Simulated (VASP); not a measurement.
Runs of VASP 6.6.1 on TiN. Symmetry: Fm-3m, No. 225, cubic system. The conventional cell has a = 4.241 Å, b = 4.241 Å, c = 4.241 Å, α = 90.00°, β = 90.00°, γ = 90.00°. Ti (site symmetry m-3m) is surrounded by 6 N at 2.12 Å. N (site symmetry m-3m) has 6 Ti at 2.12 Å as nearest neighbours. The cell is a database's computed one.

```csv
task,level,potentials or basis,cell,k mesh,cutoff (eV),mesh quality,gap on the mesh (eV),pressure (GPa),relaxed volume (Å³/atom)
relaxation of cell and atoms,PBEsol,"VASP PAW PBE potentials, release 64 (Ti_sv, N)",relaxed,6 × 6 × 6,600,coarse,none,0.1,9.29
single point,PBEsol,"VASP PAW PBE potentials, release 64 (Ti_sv, N)",as given,18 × 18 × 18,520,not flagged,none,-7.1,-
relaxation of cell and atoms,LDA,"VASP PAW LDA potentials, release 64 (Ti_sv, N)",relaxed,18 × 18 × 18,600,not flagged,none,0.0,9.10
relaxation of cell and atoms,PBEsol,"VASP PAW PBE potentials, release 64 (Ti, N)",relaxed,18 × 18 × 18,580,not flagged,none,0.0,(b)
relaxation of cell and atoms,PBEsol,"VASP PAW PBE potentials, release 64 (Ti_sv, N)",relaxed,18 × 18 × 18,600,not flagged,none,-0.1,9.30
relaxation of cell and atoms,PBEsol,"VASP PAW PBE potentials, release 64 (Ti_sv, N_s)",relaxed,18 × 18 × 18,480,not flagged,none,-0.1,9.30
relaxation of cell and atoms,PBE,"VASP PAW PBE potentials, release 64 (Ti_sv, N)",relaxed,18 × 18 × 18,600,not flagged,none,0.0,(a)
relaxation of cell and atoms,RPBE,"VASP PAW PBE potentials, release 64 (Ti_sv, N)",relaxed,18 × 18 × 18,600,not flagged,none,0.0,9.78
relaxation of cell and atoms,PBE+D3(BJ),"VASP PAW PBE potentials, release 64 (Ti_sv, N)",relaxed,18 × 18 × 18,600,not flagged,none,0.0,9.31
```

Alike in all rows: no spin polarisation; smearing gaussian 0.1 eV.

Problem. Estimate the missing entries.

Solution. (a) 9.59; (b) 9.38.

Caveats: some runs use coarse meshes; the PAW data sets were made with another functional, which shifts forces and pressure a little (some runs); pairwise dispersion overbinds metals, which lowers pressure and volume (some runs).

A gap of «none» marks a metal or a gap under the smearing width.

The runs don't all hold the same shells in valence.
